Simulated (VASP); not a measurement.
Given:

```
CELL_PARAMETERS angstrom
      2.72794     0.00000     0.00000
      0.00000     2.72794     0.00000
      0.00000     0.00000     3.75704
ATOMIC_POSITIONS crystal
  Fe 0.00000 0.00000 0.00000
  Pt 0.50000 0.50000 0.50000
```
Starting moments (μB, in the order of the record's atoms Fe Pt): 2.9 0.3.

Computed with PBE GGA, VASP's PBE PAW potentials (set 64) (plane waves; VASP). Run with 400 eV cut-off, Gaussian smearing of 0.050 eV, potentials Fe Pt.

Give the spin-up energies of bands 1 to 13 at the high-symmetry points, in eV from the Fermi level.

```
band      Γ      X      M      Z      R      A
----  -----  -----  -----  -----  -----  -----
1     -9.47  -6.04  -6.76  -7.65  -6.42  -5.97
2     -6.24  -4.72  -5.65  -5.67  -6.40  -4.75
3     -6.06  -4.38  -5.63  -5.62  -3.62  -4.75
4     -3.38  -4.22  -5.63  -3.55  -3.58  -4.08
5     -3.38  -3.43  -1.39  -2.76  -3.41  -3.47
6     -2.91  -3.39  -1.05  -2.63  -3.06  -3.47
7     -2.09  -2.61  -0.54  -2.30  -1.22  -2.34
8     -1.95  -2.51  -0.52  -2.30  -0.87  -1.74
9     -0.51  -2.14  -0.52  -2.09  -0.54  -1.05
10    -0.41  -1.57   0.58  -2.09  -0.53   0.59
11    -0.41   0.15   1.69  -1.85  -0.45   6.81
12     2.18   2.05   1.69  -0.79  -0.41   6.81
13     9.47  10.31   7.57  15.53   4.65   7.66
```

Give the spin-down energies of bands 1 to 13 at the high-symmetry points, in eV from the Fermi level.

```tsv
band	Γ	X	M	Z	R	A
1	-9.34	-5.93	-6.37	-7.58	-6.04	-5.80
2	-5.68	-4.52	-4.87	-5.38	-5.91	-4.56
3	-5.67	-4.18	-4.87	-5.23	-2.83	-4.56
4	-2.29	-3.40	-4.64	-2.54	-2.79	-1.87
5	-2.29	-2.39	0.96	-1.84	-2.15	-1.48
6	-0.78	-1.32	1.25	-1.84	-0.44	-1.30
7	-0.71	-1.14	1.65	-1.36	-0.41	-1.30
8	0.58	-0.83	1.73	-0.54	-0.36	0.80
9	1.67	0.58	1.73	0.19	0.93	0.96
10	1.67	0.74	1.74	0.49	1.48	1.74
11	1.71	2.37	1.81	0.49	1.59	7.51
12	2.35	2.57	1.81	1.48	1.64	7.51
13	10.31	11.07	8.37	15.94	5.60	8.52
```

It has no gap at this level: it comes out as a metal or semimetal.

The compound is FePt in the L1_0 structure. It was relaxed first.
